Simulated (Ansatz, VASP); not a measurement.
# Cross-check of ScIr3C between VASP and Ansatz, part 2 of 2

One calculation is typed for both programs; each brings its own data sets. How far apart do they land? The cell is taken from a series of runs on this material, whose earlier steps may have relaxed, scaled, displaced or heated it; both programs get it as it stands.

VASP 6.6.1 and Ansatz 0.2.0.

So far: Starting point; VASP: relaxation of cell and atoms, PBEsol.

## Step 3: Ansatz: relaxation of cell and atoms, PBEsol

Level of this step: Ansatz beside VASP: Kohn-Sham DFT, plane waves, PBEsol (Ansatz).

Ansatz runs on its PAW soft_1 files.

The same cell, functional, mesh and smearing now go to Ansatz, which takes its cutoff from its data sets.

input.yaml reads:

```yaml
crystal:
  lattice:
    - [3.9314015961, 0.0, 0.0]
    - [0.0, 3.9314015961, 0.0]
    - [0.0, 0.0, 6.1302587401]
  atoms:
    - { symbol: Sc, position: [0.0, 0.0, 0.143510495] }
    - { symbol: Ir, position: [0.5, 0.0, 0.8080755301] }
    - { symbol: Ir, position: [0.0, 0.0, 0.5217838433] }
    - { symbol: Ir, position: [0.0, 0.5, 0.8080755301] }
    - { symbol: C, position: [0.5, 0.5, 0.8419332865] }
kpoints:
  mp_grid: { grid: [10, 10, 6] }
hamiltonian:
  xc: pbesol
  pseudopotentials: { kind: paw, azcp: { folder: soft_1 }, xc_functional: pbe }
scf:
  occupations: { method: methfessel_paxton, width: 0.2 }
output:
  forces: true
  stress: true
  eigenvalues: true
relax:
  adjacent_minimum: "off"
  f_tol: 0.001
  max_steps: 60
  cell: { stress_tol: 0.01 }
```

Command:

```sh
ansatz run input.yaml --threads 4 --pin off --max-ram 10240MiB --backend cpu --events-out ev --progress --plain --runs-dir out
```

Numbers of over 12 decimals in the logs are rounded to 6 here.

What it wrote:

```text
Engine: ansatz 0.2.0, x86_64-unknown-linux-gnu
Pseudopotentials: kind: paw
Pseudopotential: Sc, paw, valence charge 11, recommended cutoff 420 eV (normal), soft_1/Sc.paw.azcp
Pseudopotential: Ir, paw, valence charge 17, recommended cutoff 420 eV (normal), soft_1/Ir.paw.azcp
Pseudopotential: C, paw, valence charge 4, recommended cutoff 420 eV (normal), soft_1/C.paw.azcp
Functional definition: PBEsol
  exchange = pbesol_x
  correlation = pbesol_c
Crystal: 5 atoms, lattice volume = 94.749 Å³
Basis set: ecut = 420 eV, 1845 PW (Γ), exchange–correlation on 54×54×90 points (8 copies of the dense FFT grid, shifted against one another)
Bands: 40, of which v1, the nominal top of the filled ones, is band 33 counted from 1 (32 counted from 0)
Symmetry: 8 space group operations
Space group: P4mm (ITA 99), of the structure as read, at distance tolerance 4.6e-5 Å
k-points: 84 of 600 (time reversal used)
Non-local potential: Sc, projectors of the file, l = 0: 3, l = 1: 2, l = 2: 3, l = 3: 1
Non-local potential: Ir, projectors of the file, l = 0: 3, l = 1: 2, l = 2: 2, l = 3: 1
Non-local potential: C, projectors of the file, l = 0: 2, l = 1: 2, l = 2: 1
PAW form: soft (Blöchl's): semilocal exchange-correlation on the pseudo side does not see the compensation charge
PAW frozen core: Sc, regenerated for the run's functional, and the local potential with it (the file was generated under x = pbe(κ = 0.804, μ = 0.219515), c = pbe(β = 0.066725))
PAW frozen core: Ir, regenerated for the run's functional, and the local potential with it (the file was generated under x = pbe(κ = 0.804, μ = 0.219515), c = pbe(β = 0.066725))
PAW frozen core: C, regenerated for the run's functional, and the local potential with it (the file was generated under x = pbe(κ = 0.804, μ = 0.219515), c = pbe(β = 0.066725))
PAW one-centre angular grid: Sc, 590 points (default); XC on 64 Gauss nodes
PAW one-centre angular grid: Ir, 590 points (default); XC on 64 Gauss nodes
PAW one-centre angular grid: C, 110 points (default); XC on 64 Gauss nodes
Initial density: superposition of atomic densities (chi_scale 0.1, normalization cell, long waves kept (reshape's long-wave potential 0.04 eV rms))
Initial wavefunctions: pseudopotential atomic-orbital guess
Functional: x = pbesol(κ = 0.804, μ = 0.123457), c = pbesol(β = 0.046)
SCF iter   1: F=—  HF=-37760.691881 eV  |F-HF|=—  |Δ(HF+E_count)|=         —  Δρ=1.40e-1  dr2=4.94e1  ethr=3.10e-3  ⟨swp⟩=5.1  Hψ=11606  notcnv=0
preconditioner: auto → LDOS  [metal: Δε(μ)=0.011 eV  Ē_g=5.020 eV  σ=0.200 eV  W_gap=0.05  n_scr=28 (ndim 8)  ℏωp=22.2 eV  f_vac=0.052  D(μ)=3.05/eV (n_scr^D=20)  β→1.0]
SCF iter   2: F=—  HF=-37760.313105 eV  |F-HF|=—  |Δ(HF+E_count)|=   3.79e-1  S|Δr|=    0.00e0  Δρ=1.03e-1  dr2=2.78e1  ethr=3.10e-3  ⟨swp⟩=4.0  Hψ=8836  notcnv=0  defer=15
SCF iter   3: F=—  HF=-37756.811178 eV  |F-HF|=—  |Δ(HF+E_count)|=    3.50e0  S|Δr|=    0.00e0  Δρ=4.21e-2  dr2=3.30e0  ethr=3.10e-3  ⟨swp⟩=3.8  Hψ=9072  notcnv=0  defer=110
SCF iter   4: F=—  HF=-37756.319018 eV  |F-HF|=—  |Δ(HF+E_count)|=   4.92e-1  S|Δr|=    0.00e0  Δρ=1.88e-2  dr2=9.39e-1  ethr=3.10e-3  ⟨swp⟩=2.5  Hψ=5170  notcnv=0  defer=114
SCF iter   5: F=—  HF=-37756.269000 eV  |F-HF|=—  |Δ(HF+E_count)|=   5.00e-2  S|Δr|=    0.00e0  Δρ=1.21e-2  dr2=4.30e-1  ethr=1.42e-3  ⟨swp⟩=2.5  Hψ=5110  notcnv=0  defer=113
SCF iter   6: F=—  HF=-37756.222814 eV  |F-HF|=—  |Δ(HF+E_count)|=   4.62e-2  S|Δr|=    0.00e0  Δρ=6.03e-3  dr2=9.09e-2  ethr=6.52e-4  ⟨swp⟩=1.7  Hψ=3976  notcnv=0  defer=100
SCF iter   7: F=—  HF=-37756.212033 eV  |F-HF|=—  |Δ(HF+E_count)|=   1.08e-2  S|Δr|=    0.00e0  Δρ=1.74e-3  dr2=7.51e-3  ethr=1.38e-4  ⟨swp⟩=1.8  Hψ=3669  notcnv=0  defer=99
SCF iter   8: F=—  HF=-37756.210813 eV  |F-HF|=—  |Δ(HF+E_count)|=   1.22e-3  S|Δr|=    0.00e0  Δρ=4.20e-4  dr2=2.13e-4  ethr=1.14e-5  ⟨swp⟩=2.0  Hψ=4615  notcnv=0  defer=99
SCF iter   9: F=—  HF=-37756.210767 eV  |F-HF|=—  |Δ(HF+E_count)|=   4.66e-5  S|Δr|=    0.00e0  Δρ=9.03e-5  dr2=9.57e-6  ethr=3.23e-7  ⟨swp⟩=2.0  Hψ=4941  notcnv=0  defer=99
SCF iter  10: F=—  HF=-37756.210716 eV  |F-HF|=—  |Δ(HF+E_count)|=   5.13e-5  S|Δr|=    0.00e0  Δρ=3.41e-5  dr2=1.27e-6  ethr=1.45e-8  ⟨swp⟩=2.0  Hψ=5000  notcnv=0  defer=106
SCF iter  11: F=-37756.210716 eV  HF=-37756.210716 eV  |F-HF|=2.09e-8  |Δ(HF+E_count)|=   8.67e-8  S|Δr|=    0.00e0  Δρ=8.59e-6  dr2=8.39e-8  ethr=1.52e-10  ⟨swp⟩=10.2  Hψ=16381  notcnv=0
SCF 1 converged in 11 iterations: F = -37756.210716 eV  dr2 = 8.39e-8
  greatest PAW one-centre occupation: 1.000 electrons in one spin orbital (limit 2), on the Ir atom at site 3 (counted from 0), in its partial waves of l = 0
[...]
SCF iter   3: F=—  HF=-37756.211038 eV  |F-HF|=—  |Δ(HF+E_count)|=   2.28e-6  S|Δr|=    0.00e0  Δρ=1.62e-5  dr2=8.35e-7  ethr=7.40e-9  ⟨swp⟩=2.0  Hψ=4677  notcnv=0
SCF iter   4: F=—  HF=-37756.211038 eV  |F-HF|=—  |Δ(HF+E_count)|=   9.73e-8  S|Δr|=    0.00e0  Δρ=9.02e-6  dr2=1.89e-7  ethr=1.27e-9  ⟨swp⟩=2.0  Hψ=4555  notcnv=0
SCF iter   5: F=—  HF=-37756.211038 eV  |F-HF|=—  |Δ(HF+E_count)|=   2.85e-8  S|Δr|=    0.00e0  Δρ=2.82e-6  dr2=2.06e-8  ethr=2.86e-10  ⟨swp⟩=2.2  Hψ=4585  notcnv=0
SCF iter   6: F=-37756.211038 eV  HF=-37756.211038 eV  |F-HF|=9.09e-10  |Δ(HF+E_count)|=   2.46e-9  S|Δr|=    0.00e0  Δρ=7.58e-7  dr2=1.11e-9  ethr=2.60e-12  ⟨swp⟩=3.8  Hψ=12330  notcnv=0
SCF 6 converged in 6 iterations: F = -37756.211038 eV  dr2 = 1.11e-9
relax step   6: F+E_penalty+E_count = -37756.21103822 eV  Δ(F+E_penalty+E_count) = +9.765e-6 eV  max|allowed force component| = 2.130e-3 eV/Å  Δτ_max = 0.0005 Å  P = -0.020 GPa  Ω = 94.755 Å³  energy of the carried Pulay correction = -2.607e-6 eV  (6 SCF iters, dr2 threshold 1.72e-9 eV, accepted)
[...]
relax step   7: F+E_penalty+E_count = -37756.21104345 eV  Δ(F+E_penalty+E_count) = -5.225e-6 eV  max|allowed force component| = 9.841e-5 eV/Å  Δτ_max = 0.0001 Å  P = +0.001 GPa  Ω = 94.744 Å³  energy of the carried Pulay correction = +1.838e-6 eV  (6 SCF iters, dr2 threshold 1.01e-9 eV, accepted)
[...]
relax step   8: F+E_penalty+E_count = -37756.21103950 eV  Δ(F+E_penalty+E_count) = +3.949e-6 eV  max|allowed force component| = 9.930e-5 eV/Å  Δτ_max = 0.0000 Å  P = +0.001 GPa  Ω = 94.744 Å³  stress off target by 2.48e-3 GPa  SCF on the basis re-selected at this cell (its energy is not comparable with the rows above)  (6 SCF iters)
basis re-selected at this cell: Δ(F+E_penalty+E_count) = +3.949e-6 eV, ΔP = -0.000 GPa vs the last step (what re-selecting the basis moved, of the pressure what is left beyond the Pulay correction that the steps carried, after the strain that the cell walked since its last selection, with what the two solves' SCF thresholds leave and, on support functions, any second-order correction that the steps lacked; it is no m [...]
SCF converged after 6 iterations
Stability not checked: this state was not tested for a lower state beside it, because cold or Methfessel-Paxton smearing, or corrected tetrahedra, fill the levels in a way that the test cannot read (fill_not_monotonic; see scf.lower_state_search)
Free energy (F): -37756.211039 eV
Harris-Foulkes:  -37756.211039 eV  (|F-HF|=0.00e0)
Internal energy: -37756.212969 eV  (E = F + TS)
E sigma→0 (E₀):  -37756.211522 eV
Entropy (-TS):   0.001930 eV (0.386 meV/atom)
Fermi energy:    13.166386 eV
--- Per-component energies (eV) ---
  E_band       = -955.161519
  E_kinetic    = 1918.168556
  E_local      = -8223.467620  (includes V_loc(G=0)·N_el)
  E_nonlocal   = 749.648868
  E_hartree    = 3280.279044
  E_xc         = -816.313056
  E_vxc        = -928.494279  (∫ρ·V_xc dr)
  E_paw        = -28454.553499  (= ΣΔE_a)
  E_vpaw       = -1031.576313  (= ΣTr[D̂ρ^β])
  E_aug_tail   = 0.001171  (compensation charges beyond the density's cutoff)
  E_ewald      = -6210.922603
  E_core_change = 0.946170  (= ΣΔE_core)
  E_smearing   = 0.001930  (= −TS)
  E_closure    = 0.000000  (closes the sum)
  Σ components = -37756.211039   (vs F -37756.211039, Δ=0.00e0)
--- Forces (eV/Å), atoms counted from 1 ---
  atom   1  Sc    -0.00000000     0.00000000    -0.00001208
  atom   2  Ir     0.00000000    -0.00000000    -0.00004649
  atom   3  Ir    -0.00000000    -0.00000000     0.00009936
  atom   4  Ir    -0.00000000     0.00000000    -0.00004649
  atom   5  C     -0.00000000    -0.00000000     0.00000602
  max |Σ_I F_I| component: 3.09e-7 eV/Å
--- Stress (GPa, compression-positive) ---
        0.002099       0.000000       0.000000
        0.000000       0.002099      -0.000000
        0.000000      -0.000000      -0.002482
  P = ⅓ Tr σ = 0.0006 GPa (0.006 kbar)
--- Band table (eV; the first three rows and the last of 84) ---
  k-point 0: bands = [... 29 lower, 12.5279, 12.5279, 12.5429, 12.7880, 12.9323, 13.9082, 14.2210, 14.8006, ... 3 higher]
  k-point 1: bands = [... 29 lower, 12.3333, 12.6937, 12.6937, 12.7768, 12.7780, 13.5452, 14.2210, 15.0941, ... 3 higher]
  k-point 2: bands = [... 29 lower, 12.1752, 12.4912, 12.7548, 13.0690, 13.0690, 13.1583, 14.2210, 15.2666, ... 3 higher]
  k-point 83: bands = [... 29 lower, 12.1157, 12.2557, 12.5203, 14.0529, 14.6595, 14.6632, 14.6632, 14.9084, ... 3 higher]
--- Relaxed structure (7 steps of the walk, 7 accepted, 1 SCFs on fresh bases) ---
  F+E_penalty+E_count = -37756.21103950 eV   max|allowed force component| = 9.930e-5 eV/Å   (the final SCF, on the basis selected at the relaxed cell)
  cell:  # Å, volume = 94.7443 Å³
    - [3.928144, 0, 0]
    - [0, 3.928144, 0.0]
    - [0, 0.0, 6.140141]
  atoms:
    - { symbol: Sc, position: [0, 0.0, 0.142741] }
    - { symbol: Ir, position: [0.5, 0, 0.807659] }
    - { symbol: Ir, position: [0, 0, 0.521605] }
    - { symbol: Ir, position: [0, 0.5, 0.807659] }
    - { symbol: C, position: [0.5, 0.5, 0.843713] }
```

## Step 4: Side by side

Known differences besides the potentials themselves: the data sets hold 66 valence electrons in Ansatz (on its PAW soft_1 files) and 42 in VASP; the cutoff is 420 eV in Ansatz and 600 eV in VASP; Ansatz makes its cores anew for this functional, VASP keeps those of its PBE data sets; Ansatz adds a Pulay correction to the stress that steers its cell, VASP none. Total energies have different zeros and are not compared.

Compared:

| quantity | Ansatz | VASP | difference |
| --- | --- | --- | --- |
| volume (Å³) | 94.74 | 95.27 | -0.55 % |
| edge a after relaxation, in the typed setting (Å) | 3.928 | 3.934 | -0.16 % |
| edge c after relaxation, in the typed setting (Å) | 6.140 | 6.154 | -0.23 % |

## Step 5: Results

| Property | Result |
| --- | --- |
| difference in volume (relaxation of cell and atoms, PBEsol) | -0.55 % |

What this shows: The difference in volume is -0.55 % (relaxation of cell and atoms, PBEsol), within the 1.2 % picked in this series as the mark of a large difference, as far as the stopping tolerances let one tell. The data sets hold unlike numbers of valence electrons (66 in Ansatz and 42 in VASP), so part of the differences comes from the potentials. How closely two codes agree says nothing of how well the functional describes the real material.

[Lines on the potential files, build, host, timing and source positions are cut from VASP's logs without a mark.]

[Logs are printed without paths, hosts, clocks, repeated set-up lines and the standing remarks that a program may print on its own settings, such as how far it seeks lower states.]

[Hosts, paths, dates, database ids (printed as entryN), source tags and the programs' standing remarks are cut or masked in the printed files.]
